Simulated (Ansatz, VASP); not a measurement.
# SnTe in two plane-wave programs, part 2 of 2

Aim: how closely do two programs agree when they are given the same cell, functional and k mesh? The cell is taken from a series of runs on this material, whose earlier steps may have relaxed, scaled, displaced or heated it; both programs get it as it stands.

VASP 6.6.1 and Ansatz 0.2.0.

So far: The starting structure; VASP: zone-centre phonons, PBEsol.

### Step 3. Ansatz: zone-centre phonons, PBEsol

Level of this step: Ansatz beside VASP: Kohn-Sham DFT, plane waves, PBEsol (Ansatz).

Ansatz runs on its PAW soft_1 files.

The same cell, functional, mesh and smearing now go to Ansatz, which takes its cutoff from its data sets.

Contents of input.yaml:

```yaml
crystal:
  lattice:
    - [0.0989840762, 3.1709122165, 3.1429198214]
    - [3.1709122165, 0.0989840762, 3.1429198214]
    - [3.2698962926, 3.2698962926, -1.0e-10]
  atoms:
    - { symbol: Sn, position: [0.0, 0.0, 0.0] }
    - { symbol: Te, position: [0.5, 0.5, 0.5] }
kpoints:
  mp_grid: { grid: [12, 12, 12] }
hamiltonian:
  xc: pbesol
  pseudopotentials: { kind: paw, azcp: { folder: soft_1 }, xc_functional: pbe }
scf:
  occupations: { method: gaussian, width: 0.01 }
output:
  eigenvalues: true
phonons:
  method: dfpt
```

Command:

```
ansatz run input.yaml --threads 4 --pin off --max-ram 10240MiB --backend cpu --events-out ev --progress --plain --runs-dir out
```

Numbers of over 12 decimals in the logs are rounded to 6 here.

What it wrote:

```text
zone centre: on kpoints.mp_grid the ground state, and the responses unless they are solved on pairs of k-points, stand on 476 of the mesh's 1728 k-points, reduced under 4 symmetry operations, with k and −k counted as one. Each operation leaves every solved displacement unchanged or reverses it
Engine: ansatz 0.2.0, x86_64-unknown-linux-gnu
Pseudopotentials: kind: paw
Pseudopotential: Sn, paw, valence charge 14, recommended cutoff 420 eV (normal), soft_1/Sn.paw.azcp
Pseudopotential: Te, paw, valence charge 16, recommended cutoff 420 eV (normal), soft_1/Te.paw.azcp
Functional definition: PBEsol
  exchange = pbesol_x
  correlation = pbesol_c
Crystal: 2 atoms, lattice volume = 63.141 Å³
Basis set: ecut = 420 eV, 1247 PW (Γ), exchange–correlation on 64×64×64 points (8 copies of the dense FFT grid, shifted against one another)
Bands: 19, of which v1, the nominal top of the filled ones, is band 15 counted from 1 (14 counted from 0)
Symmetry: 8 space group operations
k-points: 476 of 1728 (irreducible under 4 space group operations)
Non-local potential: Sn, projectors of the file, l = 0: 2, l = 1: 2, l = 2: 2, l = 3: 1
Non-local potential: Te, projectors of the file, l = 0: 2, l = 1: 2, l = 2: 2, l = 3: 1
PAW form: soft (Blöchl's): semilocal exchange-correlation on the pseudo side does not see the compensation charge
PAW frozen core: Sn, regenerated for the run's functional, and the local potential with it (the file was generated under x = pbe(κ = 0.804, μ = 0.219515), c = pbe(β = 0.066725))
PAW frozen core: Te, regenerated for the run's functional, and the local potential with it (the file was generated under x = pbe(κ = 0.804, μ = 0.219515), c = pbe(β = 0.066725))
PAW one-centre angular grid: Sn, 590 points (default); XC on 64 Gauss nodes
PAW one-centre angular grid: Te, 590 points (default); XC on 64 Gauss nodes
Initial density: superposition of atomic densities (chi_scale 0.1, normalization cell, long waves kept (reshape's long-wave potential 0.00 eV rms))
Initial wavefunctions: pseudopotential atomic-orbital guess
Functional: x = pbesol(κ = 0.804, μ = 0.123457), c = pbesol(β = 0.046)
SCF iter   1: F=—  HF=-12851.998743 eV  |F-HF|=—  |Δ(HF+E_count)|=         —  Δρ=1.07e-2  dr2=7.67e-2  ethr=3.10e-3  ⟨swp⟩=7.5  Hψ=52479  notcnv=0
preconditioner: auto → none  [insulator: Δε(μ)=0.096 eV  Ē_g=8.617 eV  σ=0.010 eV  W_gap=1.00  n_scr=14 (ndim 8)  ℏωp=14.8 eV  f_vac=0.000  D(μ)=0.00/eV (n_scr^D=0)  ε∞_Penn≈3.9]
SCF iter   2: F=—  HF=-12851.991834 eV  |F-HF|=—  |Δ(HF+E_count)|=   6.91e-3  Δρ=5.38e-3  dr2=1.99e-2  ethr=2.56e-4  ⟨swp⟩=2.0  Hψ=14759  notcnv=0  defer=1
SCF iter   3: F=—  HF=-12851.991492 eV  |F-HF|=—  |Δ(HF+E_count)|=   3.42e-4  Δρ=3.72e-4  dr2=3.45e-5  ethr=6.65e-5  ⟨swp⟩=3.2  Hψ=17183  notcnv=0  defer=1
SCF iter   4: F=—  HF=-12851.991518 eV  |F-HF|=—  |Δ(HF+E_count)|=   2.52e-5  Δρ=8.53e-5  dr2=2.81e-6  ethr=1.15e-7  ⟨swp⟩=2.0  Hψ=15424  notcnv=0  defer=1
SCF iter   5: F=—  HF=-12851.991518 eV  |F-HF|=—  |Δ(HF+E_count)|=   4.54e-7  Δρ=2.62e-5  dr2=1.47e-7  ethr=9.36e-9  ⟨swp⟩=2.0  Hψ=13802  notcnv=0  defer=1
SCF iter   6: F=—  HF=-12851.991518 eV  |F-HF|=—  |Δ(HF+E_count)|=   3.09e-7  Δρ=4.83e-6  dr2=5.28e-9  ethr=4.91e-10  ⟨swp⟩=2.0  Hψ=13803  notcnv=0  defer=1
SCF iter   7: F=—  HF=-12851.991518 eV  |F-HF|=—  |Δ(HF+E_count)|=   1.27e-8  Δρ=6.31e-7  dr2=1.23e-10  ethr=1.76e-11  ⟨swp⟩=3.0  Hψ=16078  notcnv=0  defer=1
SCF iter   8: F=-12851.991518 eV  HF=-12851.991518 eV  |F-HF|=1.82e-12  |Δ(HF+E_count)|=  2.46e-10  Δρ=7.67e-8  dr2=1.87e-12  ethr=1.00e-12  ⟨swp⟩=7.5  Hψ=45423  notcnv=0
SCF 1 converged in 8 iterations: F = -12851.991518 eV  dr2 = 1.87e-12
  greatest PAW one-centre occupation: 0.998 electrons in one spin orbital (limit 2), on the Te atom at site 1 (counted from 0), in its partial waves of l = 2
DFPT response loops at Γ: preconditioner auto → Kerker (q_TF=auto, 2.410 Å⁻¹) (partly filled bands, converged f_vac=0.006); β = 1.00, the filter's whole step (`scf.mixing.beta` (0.50) is not read by the response loops under this deck's `scf.mixing.preconditioner`; to damp them name `kerker` or `kerker_dos`, under which they read `scf.mixing.beta`, and type it under 1.00, their step now; both keys bind the ground state too); Broyden in place of MSR1
SCF converged after 8 iterations
Free energy (F): -12851.991518 eV
Harris-Foulkes:  -12851.991518 eV  (|F-HF|=1.82e-12)
Internal energy: -12851.991518 eV  (E = F + TS)
E sigma→0 (E₀):  -12851.991518 eV
Fermi energy:    9.355999 eV
--- Per-component energies (eV) ---
  E_band       = -359.552112
  E_kinetic    = 338.967834
  E_local      = -2697.083112  (includes V_loc(G=0)·N_el)
  E_nonlocal   = 215.482439
  E_hartree    = 1341.643794
  E_xc         = -246.212146
  E_vxc        = -182.124442  (∫ρ·V_xc dr)
  E_paw        = -8888.341605  (= ΣΔE_a)
  E_vpaw       = -718.082792  (= ΣTr[D̂ρ^β])
  E_aug_tail   = 0.000379  (compensation charges beyond the density's cutoff)
  E_ewald      = -2917.108753
  E_core_change = 0.659651  (= ΣΔE_core)
  E_smearing   = -0.000000  (= −TS)
  E_closure    = 0.000000  (closes the sum)
  Σ components = -12851.991518   (vs F -12851.991518, Δ=0.00e0)
--- Band table (eV; the first three rows and the last of 476) ---
  k-point 0: bands = [... 11 lower, 4.6275, 7.0664, 7.2281, 7.6388, 12.5876, 12.7708, 12.8587, 13.7746]
  k-point 1: bands = [... 11 lower, 4.2664, 7.1793, 7.4144, 7.6424, 12.3042, 12.4664, 12.5000, 13.8930]
  k-point 2: bands = [... 11 lower, 3.4940, 7.2518, 7.6572, 7.9362, 11.6995, 11.7859, 11.8386, 14.0861]
  k-point 475: bands = [... 11 lower, 2.8704, 3.8708, 5.3979, 6.0369, 11.5806, 14.1565, 14.3894, 15.7771]
--- Phonons (Γ-DFPT): 4 representative perturbations + reference, on 476 of 1728 k-points (Σ response iterations 12) ---
  k mesh reduced under 4 symmetry operations, with k and −k counted as one. Each operation leaves every solved displacement unchanged or reverses it
  ASR residual: 1.157e-4 → 0.000e0 eV/Å²; symmetrization residual: 1.550e-5 eV/Å²
  ASR residual per site (eV/Å²): 1.16e-4 4.59e-6
  Γ frequencies (cm⁻¹): -39.81 0.00 0.00 0.00 29.15 38.28
  non-analytic LO–TO correction: not included (Born effective charges unavailable; polar crystals: no LO–TO splitting at Γ)
```

In the SCF lines HF is the Harris–Foulkes energy and dr2 the Hartree energy of the density residual, in eV; the loop may stop once dr2 is under the threshold and the program's other checks hold. Hψ counts applications of the Hamiltonian.

### Step 4. Side by side

Known differences besides the potentials themselves: the data sets hold 30 valence electrons in Ansatz (on its PAW soft_1 files) and 20 in VASP; the cutoff is 420 eV in Ansatz and 500 eV in VASP; Ansatz makes its cores anew for this functional, VASP keeps those of its PBE data sets. Total energies have different zeros and are not compared.

Both answers:

```csv
quantity,Ansatz,VASP,difference
"optical mode 1 (imaginary, printed as negative) (cm⁻¹)",-39.8,-37.8,-2.0
optical mode 2 (cm⁻¹),29.1,31.9,-2.7
optical mode 3 (cm⁻¹),38.3,39.5,-1.2
```

Modes are paired by rising frequency, not by their patterns, so a pair may set unlike modes beside each other; they are those without the splitting of longitudinal modes.

### Step 5. Summary of results

```json
{"r.m.s. difference of the optical zone-centre modes, each program's sorted by frequency (zone-centre phonons, PBEsol)": "2.1 cm⁻¹"}
```

The r.m.s. difference of the optical zone-centre modes, each program's sorted by frequency is 2.1 cm⁻¹ (zone-centre phonons, PBEsol). The data sets hold unlike numbers of valence electrons (30 in Ansatz and 20 in VASP), so part of the differences comes from the potentials. Such differences can come from data sets, numerical settings and the points named under the comparisons, not from the functional's error against experiment.

[Lines on the potential files, build, host, timing and source positions are cut from VASP's logs without a mark.]

[Logs are printed without paths, hosts, clocks, repeated set-up lines and the standing remarks that a program may print on its own settings, such as how far it seeks lower states.]

[Hosts, paths, dates, database ids (printed as entryN), source tags and the programs' standing remarks are cut or masked in the printed files.]
